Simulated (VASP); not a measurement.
Here is the system:

```yaml
crystal:
  lattice:
    - [0.00000, 2.86629, 2.86629]
    - [2.86629, 0.00000, 2.86629]
    - [2.86629, 2.86629, 0.00000]
  atoms:
    - { symbol: Al, position: [0.00000, 0.00000, 0.00000] }
    - { symbol: As, position: [0.25000, 0.25000, 0.25000] }
```

Level of theory: B3LYP hybrid, VASP's PBE PAW potentials (set 64) (plane waves; VASP 6.6.1). Numerical set-up: 520 eV cut-off, 6×6×6 Γ-centred mesh, Gaussian smearing of 0.050 eV, potentials Al As.

Question: Estimate the energy per atom (σ→0), band gap (over the mesh, the named points and PBE's band edges) with the smallest direct gap where there is one.

Answer: 
- band gap (over the mesh, the named points and PBE's band edges): 2.79 eV
- smallest direct gap (over the mesh, the named points and PBE's band edges): 2.98 eV
- energy per atom (σ→0): -5.137 eV/atom

The compound is AlAs in the zinc blende structure. It was relaxed first.
